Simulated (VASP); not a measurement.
Here is the system:

```xyz
1
Lattice="-1.4009 1.4009 1.4009 1.4009 -1.4009 1.4009 1.4009 1.4009 -1.4009" Properties=species:S:1:pos:R:3 pbc="T T T"
Fe     0.0000     0.0000     0.0000
```
Starting moments (μB, in the order of the record's atoms Fe): 2.1.

Calculation: TPSS meta-GGA, VASP's PBE PAW potentials (set 64) (plane waves; VASP). Run with 520 eV cut-off, 18×18×18 Γ-centred mesh, first-order Methfessel-Paxton smearing of 0.10 eV, potentials Fe.

Question: What does the run give for the cell moment, energy per atom (σ→0), band gap (on the k-mesh) with the smallest direct gap where there is one?

Answer: 
- band gap (on the k-mesh) = none (metal, semimetal or under 0.01 eV)
- cell moment = 2.16 μB
- energy per atom (σ→0) = -15.959 eV/atom

Question: Give the moment on each site (PAW-sphere projection).

Answer: 
```
site  moment (μB)
----  -----------
Fe1          2.14
```

Only differences to runs with the same potentials and settings are physical.

The compound is Fe in the bcc structure. It was relaxed first, which changed the volume by -7 %.
